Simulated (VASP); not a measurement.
OSZICAR of a VASP run on CsCaF3 (space group Pm-3m):

**OSZICAR**
```
       N       E                     dE             d eps       ncg     rms          rms(c)
DAV:   1     0.367040813688E+03    0.36704E+03   -0.21927E+04   960   0.161E+03
DAV:   2    -0.529693429609E+01   -0.37234E+03   -0.36876E+03  1272   0.394E+02
DAV:   3    -0.276272066408E+02   -0.22330E+02   -0.22307E+02  1144   0.105E+02
DAV:   4    -0.288764428916E+02   -0.12492E+01   -0.12485E+01  1776   0.146E+01
DAV:   5    -0.288840355086E+02   -0.75926E-02   -0.75926E-02  1152   0.111E+00    0.928E+00
DAV:   6    -0.264370588710E+02    0.24470E+01   -0.11474E+01   984   0.266E+01    0.365E+00
DAV:   7    -0.263985083803E+02    0.38550E-01   -0.12764E+00  1336   0.706E+00    0.221E+00
DAV:   8    -0.263485796921E+02    0.49929E-01   -0.17912E-01  1280   0.402E+00    0.533E-01
DAV:   9    -0.263438986420E+02    0.46811E-02   -0.64629E-02  1304   0.164E+00    0.182E-01
DAV:  10    -0.263447914474E+02   -0.89281E-03   -0.45400E-03  1200   0.489E-01    0.214E-02
DAV:  11    -0.263448308111E+02   -0.39364E-04   -0.18902E-04  1344   0.924E-02    0.157E-02
DAV:  12    -0.263448341901E+02   -0.33789E-05   -0.62607E-05  1256   0.640E-02    0.811E-03
DAV:  13    -0.263448337480E+02    0.44206E-06   -0.48602E-06  1336   0.169E-02    0.418E-03
DAV:  14    -0.263448333909E+02    0.35711E-06   -0.53494E-07  1328   0.638E-03    0.137E-03
DAV:  15    -0.263448332311E+02    0.15975E-06   -0.32466E-07   984   0.448E-03    0.694E-04
DAV:  16    -0.263448332641E+02   -0.32922E-07   -0.32179E-08   776   0.155E-03
   1 F= -.26344833E+02 E0= -.26344833E+02  d E =0.000000E+00
```

Which electronic solver shows in the log?

It is blocked Davidson (ALGO = Normal, or the opening steps of other solvers). The INCAR had ALGO = Normal.

Can the final energy be trusted as converged?

Self-consistency was reached. It stopped with EDIFF = 1E-7, NELM = 100 (PBEsol GGA, plane waves, VASP's PBE PAW potentials (set 64)).

The structure comes from a computed database's CsCaF3 entry (Pm-3m); how it stands against other phases isn't given here. It was relaxed first.
